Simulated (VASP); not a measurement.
A run of VASP 6.6.1 is set up as follows.

INCAR

```
SYSTEM = SiAu3
PREC     = Accurate       ! precision mode
ENCUT    = 520            ! plane-wave cutoff, eV
EDIFF    = 1E-7           ! SCF threshold, eV
ISMEAR   = -1             ! smearing method
SIGMA    = 0.05           ! smearing width, eV
LREAL    = .FALSE.        ! projectors in reciprocal space
LASPH    = .TRUE.         ! aspherical terms in the spheres
NELM     = 80             ! most SCF steps
ALGO     = Normal         ! electronic algorithm
ISIF     = 2              ! what is computed and relaxed
LWAVE    = .FALSE.        ! write WAVECAR
LCHARG   = .TRUE.         ! write CHGCAR
GGA      = PE             ! functional
LELF     = .TRUE.         ! ELF
LVHAR    = .TRUE.       
NBANDS   = 26             ! bands
```

Contents of KPOINTS:

```
regular mesh
0
G
  7 7 7
  0 0 0
```

Contents of POSCAR:

```
SiAu3
1.0
    0.0000000000      3.2857340000      3.2857340000
    3.2857340000      0.0000000000      3.2857340000
    3.2857340000      3.2857340000      0.0000000000
Au Si
3 1
Direct
    0.5000000000      0.5000000000      0.5000000000
    0.7500000000      0.7500000000      0.7500000000
    0.2500000000      0.2500000000      0.2500000000
    0.0000000000      0.0000000000      0.0000000000
```

Potentials or basis: VASP PAW PBE potentials, release 64 (Au, Si).

Run with:

```console
$ cat potpaw_PBE.64/Au/POTCAR potpaw_PBE.64/Si/POTCAR > POTCAR
$ mpirun -np 1 vasp_std > vasp.out
```

Predict the band gap on the k mesh.

none (metal or under the smearing width).

Predict the pressure.

-1.3 GPa.

The run has no spin-orbit coupling, so splittings on Au are missing.
